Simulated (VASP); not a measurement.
Method: PBEsol GGA, VASP's PBE PAW potentials (set 64) (plane waves; VASP).

VASP input:

**POSCAR**
```
Zn3CdSe4
1
    5.7482333135     0.0000000000    -0.0000000000
   -0.0000000000     5.7482333135     0.0000000000
    0.0000000000    -0.0000000000     5.7482333135
Zn Cd Se
3 1 4
Direct
  0.0000000000   0.5000000000   0.5000000000
  0.5000000000   0.0000000000   0.5000000000
  0.5000000000   0.5000000000   1.0000000000
  0.0000000000   0.0000000000   1.0000000000
  0.7385437102   0.7385437102   0.2614562898
  0.7385437102   0.2614562898   0.7385437102
  0.2614562898   0.2614562898   0.2614562898
  0.2614562898   0.7385437102   0.7385437102
```

**INCAR**
```
ALGO  =  Normal
EDIFF  =  1E-7
ENCUT  =  400
GGA  =  PS
ISIF  =  2
ISMEAR  =  -5
LASPH  =  T
LCHARG  =  T
LMAXMIX  =  4
LORBIT  =  11
LREAL  =  F
LWAVE  =  F
NEDOS  =  601
NELM  =  100
PREC  =  Accurate
SYSTEM  =  Zn3CdSe4
```

### KPOINTS
```
Automatic mesh
0
G
  5 5 5
0 0 0
```

POTCAR, in this order: Zn Cd Se (PBE.64 set). Program: vasp_std.

Q: Predict the energy per atom (σ→0), band gap (on the k-mesh).

A: 
```json
{
  "energy per atom (σ→0)": "-3.299 eV/atom",
  "band gap (on the k-mesh)": "0.98 eV"
}
```

OSZICAR:
```
...
DAV:   9    -0.263943552455E+02    0.11993E-02   -0.16607E-02  1081   0.143E+00    0.190E-01
DAV:  10    -0.263945241602E+02   -0.16891E-03   -0.12505E-03   921   0.236E-01    0.842E-02
DAV:  11    -0.263946334571E+02   -0.10930E-03   -0.12135E-04   937   0.954E-02    0.250E-02
DAV:  12    -0.263946502433E+02   -0.16786E-04   -0.37268E-05   944   0.642E-02    0.711E-03
DAV:  13    -0.263946505894E+02   -0.34615E-06   -0.44151E-06  1004   0.239E-02    0.242E-03
DAV:  14    -0.263946510528E+02   -0.46337E-06   -0.17530E-06   903   0.587E-03    0.138E-03
DAV:  15    -0.263946510017E+02    0.51099E-07   -0.13191E-07   592   0.308E-03
   1 F= -.26394651E+02 E0= -.26394651E+02  d E =0.000000E+00
```

The structure comes from a computed database's Zn3CdSe4 entry (P-43m); how it stands against other phases isn't given here. It was relaxed first.
